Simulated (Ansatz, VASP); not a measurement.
This is a calculation of CsBa3 for Ansatz 0.2.0.

File input.yaml:

```yaml
crystal:
  lattice:
    - [6.604371, 0.0, 0.0]
    - [0.0, 6.604371, 0.0]
    - [0.0, 0.0, 6.604371]
  atoms:
    - { symbol: Ba, position: [0.5, 0.5, 0.0] }
    - { symbol: Ba, position: [0.5, 0.0, 0.5] }
    - { symbol: Ba, position: [0.0, 0.5, 0.5] }
    - { symbol: Cs, position: [0.0, 0.0, 0.0] }
hamiltonian:
  xc: pbe
  pseudopotentials: { kind: paw }
kpoints:
  mp_grid: { grid: [4, 4, 4] }
scf:
  occupations: { method: fermi_dirac, width: 0.05 }
output:
  forces: true
  stress: true
  eigenvalues: true
```

Potentials or basis: Ansatz PAW.

Launch:

```bash
$ ansatz run input.yaml --threads 2 --pin off --max-ram 5120MiB --backend cpu --events-out ev --progress --plain --runs-dir out
```

Question: Translate it to VASP 6.6.1. Potentials there: VASP PAW PBE potentials, release 64 (Ba_sv, Cs_sv).

Answer: As run (the cutoff follows the program's own potentials):

The input INCAR:

```
SYSTEM = CsBa3
ALGO     = Normal         ! electronic algorithm
EDIFF    = 1E-7           ! SCF threshold, eV
ENCUT    = 520            ! plane-wave cutoff, eV
GGA      = PE             ! functional
ISIF     = 2              ! what is computed and relaxed
ISMEAR   = -1             ! smearing method
LASPH    = .True.         ! aspherical terms in the spheres
LCHARG   = .False.        ! write CHGCAR
LREAL    = .False.        ! projectors in reciprocal space
LWAVE    = .False.        ! write WAVECAR
NBANDS   = 28             ! bands
NELM     = 80             ! most SCF steps
PREC     = Accurate       ! precision mode
SIGMA    = 0.05           ! smearing width, eV
```

Contents of KPOINTS:

```
k-points
0
Gamma
  4 4 4
  0 0 0
```

POSCAR

```
CsBa3
1.0
    6.6043710000      0.0000000000      0.0000000000
    0.0000000000      6.6043710000      0.0000000000
    0.0000000000      0.0000000000      6.6043710000
Ba Cs
3 1
Direct
    0.5000000000      0.5000000000      0.0000000000
    0.5000000000      0.0000000000      0.5000000000
    0.0000000000      0.5000000000      0.5000000000
    0.0000000000      0.0000000000      0.0000000000
```

Potentials or basis: VASP PAW PBE potentials, release 64 (Ba_sv, Cs_sv).

Launch:

```sh
$ cat potpaw_PBE.64/Ba_sv/POTCAR potpaw_PBE.64/Cs_sv/POTCAR > POTCAR
$ mpirun -np 1 vasp_std > vasp.out
```

Both were run:

|  | VASP | Ansatz | Ansatz less VASP |
| --- | --- | --- | --- |
| gap on the k mesh at the Fermi level (eV) | none | none | - |
| pressure (GPa) | 0.0 | -0.1 | -0.02 |

A gap of «none» marks a metal or a gap that the smearing closes.

Spin-orbit coupling is left out, which matters for the levels of Ba, Cs.
